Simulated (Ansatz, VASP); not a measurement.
# SnPb4S2 (Pb/SnS2/Pb): VASP beside Ansatz, part 2 of 2

Wanted: the spread between two codes on one cell, functional and k mesh. The structure shown is the end of the VASP relaxation below.

VASP 6.6.1 and Ansatz 0.2.0.

So far: Set-up; VASP: relaxation, PBE.

### Step 3. Ansatz: single point, PBE

Level of this step: Ansatz beside VASP: Kohn-Sham DFT, plane waves, PBE (Ansatz).

Ansatz runs on its default PAW (the set named soft_2) files.

The same cell, functional, mesh and smearing now go to Ansatz, which takes its cutoff from its data sets.

Input file input.yaml:

```yaml
crystal:
  lattice:
    - [3.68, 0.0, 0.0]
    - [-1.84, 3.18697349, 0.0]
    - [0.0, 0.0, 47.66176176]
  atoms:
    - { symbol: Pb, position: [0.0, 0.0, 0.16895782] }
    - { symbol: Pb, position: [0.33333333, 0.66666667, 0.22570044] }
    - { symbol: Pb, position: [0.66666667, 0.33333333, 0.28560792] }
    - { symbol: Pb, position: [0.0, 0.0, 0.34369694] }
    - { symbol: Pb, position: [0.0, 0.0, 0.65630306] }
    - { symbol: Pb, position: [0.33333333, 0.66666667, 0.71439208] }
    - { symbol: Pb, position: [0.66666667, 0.33333333, 0.77429956] }
    - { symbol: Pb, position: [0.0, 0.0, 0.83104218] }
    - { symbol: S, position: [0.33333333, 0.66666667, 0.40172352] }
    - { symbol: S, position: [0.66666667, 0.33333333, 0.4653552] }
    - { symbol: S, position: [0.33333333, 0.66666667, 0.5346448] }
    - { symbol: S, position: [0.66666667, 0.33333333, 0.59827648] }
    - { symbol: Sn, position: [0.0, 0.0, 0.43449777] }
    - { symbol: Sn, position: [0.0, 0.0, 0.56550223] }
hamiltonian:
  xc: pbe
  pseudopotentials: { kind: paw }
kpoints:
  mp_grid: { grid: [8, 8, 1] }
scf:
  occupations: { method: fermi_dirac, width: 0.1 }
  n_extra_bands: 7
efield:
  axis: 3
  dipole_correction: true
  ramp_width: 0.04
output:
  forces: true
  eigenvalues: true
```

The run is started by

```console
$ ansatz run input.yaml --threads 4 --pin off --max-ram 9216MiB --backend cpu --events-out ev --progress --plain --runs-dir out
```

Numbers of over 12 decimals in the logs are rounded to 6 here.

The log of the run:

```text
scf.n_extra_bands = 7 over 82 filled bands (N_el = 164.0): the run solves 89 bands
Engine: ansatz 0.2.0, aarch64-unknown-linux-gnu
Pseudopotentials: kind: paw
Pseudopotential: Pb, paw, valence charge 14, recommended cutoff 420 eV (normal), Pb.paw.azcp
Pseudopotential: S, paw, valence charge 6, recommended cutoff 420 eV (normal), S.paw.azcp
Pseudopotential: Sn, paw, valence charge 14, recommended cutoff 420 eV (normal), Sn.paw.azcp
Functional definition: PBE
  parameter kappa = 0.804
  parameter beta = 0.066725
  exchange = pbe_x(kappa = kappa, mu = beta*pi^2/3)
  correlation = pbe_c(beta = beta)
Crystal: 14 atoms, lattice volume = 558.980 Å³
Basis set: ecut = 420 eV, 10911 PW (Γ), exchange–correlation on 50×50×640 points (8 copies of the dense FFT grid, shifted against one another)
Bands: 89, of which v1, the nominal top of the filled ones, is band 82 counted from 1 (81 counted from 0)
Symmetry: 6 space group operations
k-points: 10 of 64 (time reversal used)
Non-local potential: Pb, projectors of the file, l = 0: 2, l = 1: 2, l = 2: 2, l = 3: 2
Non-local potential: S, projectors of the file, l = 0: 2, l = 1: 2, l = 2: 2
Non-local potential: Sn, projectors of the file, l = 0: 2, l = 1: 2, l = 2: 2, l = 3: 2
PAW form: soft (Blöchl's): semilocal exchange-correlation on the pseudo side does not see the compensation charge
PAW one-centre angular grid: Pb, 590 points (default); XC on 64 Gauss nodes
PAW one-centre angular grid: S, 110 points (default); XC on 64 Gauss nodes
PAW one-centre angular grid: Sn, 590 points (default); XC on 64 Gauss nodes
Initial density: superposition of atomic densities (neutral atoms: chi_scale 0, normalization atom), corrected by the library's trained network
Initial wavefunctions: pseudopotential atomic-orbital guess
Functional: x = pbe(κ = 0.804, μ = 0.219515), c = pbe(β = 0.066725)
SCF iter   1: F=—  HF=-110909.681114 eV  |F-HF|=—  |Δ(HF+E_count)|=         —  Δρ=2.36e-3  dr2=3.17e0  ethr=1.77e-3  p=0.000 e·Å  D=5.19e-14 V/Å  ΔV_dip=-0.00 eV  dr2_dipole=1.25e-7  V_vac-E_F(+/−)=3.80/3.80 eV  ⟨swp⟩=6.4  Hψ=3979  notcnv=0
efield: sawtooth ramp at fractional position 0.9800 (placed from the atoms, in the widest stretch of the axis that holds none; the zero of the levels goes with the place), width 0.0400; the density the first Hamiltonian is built on has a dipole p = 0.000 e·Å; the dipole correction subtracts the counter field D = 5.19e-14 V/Å, which shifts the + side's vacuum level by -0.00 eV against the − side's; the planar-averaged density in the ramp window peaks in size at 2.9e-5 e/Å³
preconditioner: auto → LDOS  [metal: Δε(μ)=0.023 eV  Ē_g=14.426 eV  σ=0.100 eV  W_gap=0.06  n_scr=122 (ndim 8)  ℏωp=20.1 eV  f_vac=0.265  D(μ)=6.25/eV (n_scr^D=20)  β→1.0]
SCF iter   2: F=—  HF=-110909.636271 eV  |F-HF|=—  |Δ(HF+E_count)|=   4.48e-2  Δρ=9.13e-4  dr2=2.63e-2  ethr=1.77e-3  p=0.000 e·Å  D=6.41e-6 V/Å  ΔV_dip=-0.00 eV  dr2_dipole=4.38e-7  V_vac-E_F(+/−)=3.88/3.88 eV  ⟨swp⟩=1.2  Hψ=1106  notcnv=0
SCF iter   3: F=—  HF=-110909.635223 eV  |F-HF|=—  |Δ(HF+E_count)|=   1.05e-3  Δρ=6.16e-4  dr2=8.48e-3  ethr=1.60e-5  p=-0.000 e·Å  D=-6.47e-7 V/Å  ΔV_dip=0.00 eV  dr2_dipole=3.73e-9  V_vac-E_F(+/−)=3.93/3.93 eV  ⟨swp⟩=2.0  Hψ=1639  notcnv=0
SCF iter   4: F=—  HF=-110909.634142 eV  |F-HF|=—  |Δ(HF+E_count)|=   1.08e-3  Δρ=1.50e-4  dr2=4.98e-4  ethr=5.17e-6  p=0.000 e·Å  D=1.09e-6 V/Å  ΔV_dip=-0.00 eV  dr2_dipole=3.25e-9  V_vac-E_F(+/−)=3.93/3.93 eV  ⟨swp⟩=2.0  Hψ=1617  notcnv=0
SCF iter   5: F=—  HF=-110909.634081 eV  |F-HF|=—  |Δ(HF+E_count)|=   6.12e-5  Δρ=2.34e-5  dr2=1.29e-5  ethr=3.04e-7  p=0.000 e·Å  D=3.49e-7 V/Å  ΔV_dip=-0.00 eV  dr2_dipole=5.39e-10  V_vac-E_F(+/−)=3.94/3.94 eV  ⟨swp⟩=2.8  Hψ=1859  notcnv=0
SCF iter   6: F=—  HF=-110909.634228 eV  |F-HF|=—  |Δ(HF+E_count)|=   1.47e-4  Δρ=8.89e-6  dr2=9.30e-7  ethr=7.86e-9  p=0.000 e·Å  D=1.60e-7 V/Å  ΔV_dip=-0.00 eV  dr2_dipole=9.13e-12  V_vac-E_F(+/−)=3.94/3.94 eV  ⟨swp⟩=2.0  Hψ=1135  notcnv=0
SCF iter   7: F=-110909.634228 eV  HF=-110909.634228 eV  |F-HF|=2.84e-8  |Δ(HF+E_count)|=   9.58e-8  Δρ=2.77e-6  dr2=8.65e-8  ethr=6.10e-11  p=0.000 e·Å  D=6.92e-8 V/Å  ΔV_dip=-0.00 eV  dr2_dipole=1.31e-12  V_vac-E_F(+/−)=3.94/3.94 eV  ⟨swp⟩=9.0  Hψ=4883  notcnv=0
SCF 1 converged in 7 iterations: F = -110909.634228 eV  dr2 = 8.65e-8
  greatest PAW one-centre occupation: 0.993 electrons in one spin orbital (limit 2), on the Sn atom at site 12 (counted from 0), in its partial waves of l = 2
SCF converged after 7 iterations
Free energy (F): -110909.634228 eV
Harris-Foulkes:  -110909.634228 eV  (|F-HF|=2.84e-8)
Internal energy: -110909.430561 eV  (E = F + TS)
E sigma→0 (E₀):  -110909.532394 eV
Entropy (-TS):   -0.203667 eV (-14.548 meV/atom)
Fermi energy:    5.438374 eV
Dipole field:    D = -0.000001 V/Å  (p = -0.000003 e·Å, saw-weighted, corrected)
Work function:   Φ+ = 3.9391 eV   Φ− = 3.9390 eV
Levels:          The Fermi level and band energies are counted from a zero that moves with the ramp; work functions are not
--- Per-component energies (eV) ---
  E_band       = -1269.500060
  E_kinetic    = 3101.179093
  E_local      = -127264.946357  (includes V_loc(G=0)·N_el)
  E_nonlocal   = 2849.185741
  E_hartree    = 62527.809925
  E_xc         = -2911.974746
  E_vxc        = -1591.855302  (∫ρ·V_xc dr)
  E_paw        = -93925.324591  (= ΣΔE_a)
  E_vpaw       = -3418.756009  (= ΣTr[D̂ρ^β])
  E_aug_tail   = 0.000391  (compensation charges beyond the density's cutoff)
  E_efield     = 0.000000  (sawtooth field / dipole correction)
  E_vefield    = 0.000000  (∫n·V_field dr)
  E_ewald      = 44714.639984
  E_smearing   = -0.203667  (= −TS)
  E_closure    = 0.000000  (closes the sum)
  Σ components = -110909.634228   (vs F -110909.634228, Δ=0.00e0)
--- Forces (eV/Å), atoms counted from 1 ---
  atom   1  Pb    -0.00000000     0.00000000    -0.02083442
  atom   2  Pb     0.00000000    -0.00000000    -0.01495124
  atom   3  Pb     0.00000000     0.00000000    -0.00999280
  atom   4  Pb     0.00000000    -0.00000000    -0.01715583
  atom   5  Pb    -0.00000000     0.00000000     0.01715610
  atom   6  Pb     0.00000000     0.00000000     0.00999264
  atom   7  Pb    -0.00000000     0.00000000     0.01495132
  atom   8  Pb     0.00000000    -0.00000000     0.02083452
  atom   9  S      0.00000000     0.00000000    -0.00304349
  atom  10  S     -0.00000000     0.00000000     0.03314809
  atom  11  S      0.00000000    -0.00000000    -0.03314777
  atom  12  S     -0.00000000     0.00000000     0.00304371
  atom  13  Sn    -0.00000000     0.00000000    -0.02508105
  atom  14  Sn     0.00000000    -0.00000000     0.02508039
  max |Σ_I F_I| component: 1.61e-7 eV/Å
--- Band table (eV; the first three rows and the last of 10) ---
  k-point 0: bands = [... 78 lower, 6.0968, 6.4543, 7.4863, 7.5201, 7.9245, 7.9303, 9.0980, 9.2487, ... 3 higher]
  k-point 1: bands = [... 78 lower, 6.4718, 6.6423, 7.4162, 7.4348, 8.1184, 8.1190, 8.3035, 8.3503, ... 3 higher]
  k-point 2: bands = [... 78 lower, 5.4355, 5.4466, 5.7653, 5.7913, 6.1845, 6.3232, 6.9123, 6.9288, ... 3 higher]
  k-point 9: bands = [... 78 lower, 3.6259, 3.6420, 3.8947, 3.9052, 4.7507, 4.7547, 4.7995, 4.8036, ... 3 higher]
```

Elapsed: 14 s, on 4 threads of Arm Neoverse V2, shared host; peak memory 1.5 GiB.

### Step 4. Differences

Known differences besides the potentials themselves: the data sets hold 164 valence electrons in Ansatz (default PAW (the set named soft_2) files) and 64 in VASP; the cutoff is 420 eV in Ansatz and 300 eV in VASP (PREC = Normal, projectors in real space); VASP leaves aspherical gradient terms in its spheres out (LASPH is not set), Ansatz keeps them. Total energies have different zeros and are not compared.

At this near-relaxed geometry the largest component of a force difference is 20 meV/Å. VASP's last cycles still show a density residual of 1e-02, so its state may not be settled.

### Step 5. Summary of results

```
r.m.s. force difference (single point, PBE) : 6.8 meV/Å
```

In words: The r.m.s. force difference is 6.8 meV/Å (single point, PBE), within the 12 meV/Å picked in this series as the mark of a large difference. How closely two codes agree says nothing of how well the functional describes the real material.

[Lines on the potential files, build, host, timing and source positions are cut from VASP's logs without a mark.]

[Logs are printed without paths, hosts, clocks, repeated set-up lines and the standing remarks that a program may print on its own settings, such as how far it seeks lower states.]

[Hosts, paths, dates, database ids (printed as entryN), source tags and the programs' standing remarks are cut or masked in the printed files.]
